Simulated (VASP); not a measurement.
Input:

```xyz
1
Lattice="0.0000 1.7293 1.7293 1.7293 0.0000 1.7293 1.7293 1.7293 0.0000" Properties=species:S:1:pos:R:3 pbc="T T T"
Cu     0.0000     0.0000     0.0000
```

The numbers are results of PBE GGA, VASP's PBE PAW potentials (set 64) (plane waves; VASP), not measurements. Numerical set-up: 500 eV cut-off, 18×18×18 Γ-centred mesh, first-order Methfessel-Paxton smearing of 0.10 eV, potentials Cu.

Energy and stress use the plane-wave basis of the starting cell.

**Question.** The ions, cell shape and volume at an external pressure of 45.0 GPa are relaxed. Predict the relaxed structure.

**Answer.** 
```xyz
1
Lattice="0.0000 1.7011 1.7011 1.7011 0.0000 1.7011 1.7011 1.7011 0.0000" Properties=species:S:1:pos:R:3 pbc="T T T"
Cu     1.7011     1.7011     0.0000
```
Space group Fm-3m (225), at a tolerance of 0.03 Å.

**Question.** How do energy and volume change from the first to the last step?

**Answer.** The energy (σ→0) changes by +115.1 meV/atom and the volume by -4.8 %, in 4 ionic steps.

```json
[
 {"step": "1", "E(σ→0) (eV)": "-3.5928", "max force (eV/Å)": "0.000", "pressure (GPa)": "29.75", "volume (Å³)": "10.34"},
 {"step": "2", "E(σ→0) (eV)": "-3.1177", "max force (eV/Å)": "0.000", "pressure (GPa)": "85.35", "volume (Å³)": "8.94"},
 {"step": "3", "E(σ→0) (eV)": "-3.4819", "max force (eV/Å)": "0.000", "pressure (GPa)": "44.41", "volume (Å³)": "9.86"},
 {"step": "4", "E(σ→0) (eV)": "-3.4777", "max force (eV/Å)": "0.000", "pressure (GPa)": "45.00", "volume (Å³)": "9.84"}
]
```

The compound is Cu in the fcc structure. This run relaxes it under an external pressure of 45 GPa. Symmetry was kept, so distortions that lower it aren't found.
